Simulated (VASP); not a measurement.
Here is the system:

```xyz
4
Lattice="2.8867 0.0000 0.0000 -1.4434 2.5000 0.0000 0.0000 0.0000 5.3528" Properties=species:S:1:pos:R:3 pbc="T T T"
Ru    -1.4434     2.5000     0.0000
Ru    -1.4434     2.5000     2.6764
C      0.0000     1.6667     1.3382
C      1.4434     0.8333     4.0146
```

Method: PBEsol GGA, VASP's PBE PAW potentials (set 64) (plane waves; VASP). Run with 520 eV cut-off, Gaussian smearing of 0.050 eV, potentials Ru_pv C.

**Question.** Estimate the band gap (along the path) with the smallest direct gap where there is one.

**Answer.** 
```json
{
  "band gap (along the path)": "none (metal, semimetal or under 0.01 eV)"
}
```

The absolute energy has meaning only against runs of the same code, potentials and settings.

The structure was generated: RuC was put into the NiAs type type (P6_3/mmc), which need not be its known phase. It was relaxed first, which changed the volume by -28 %.
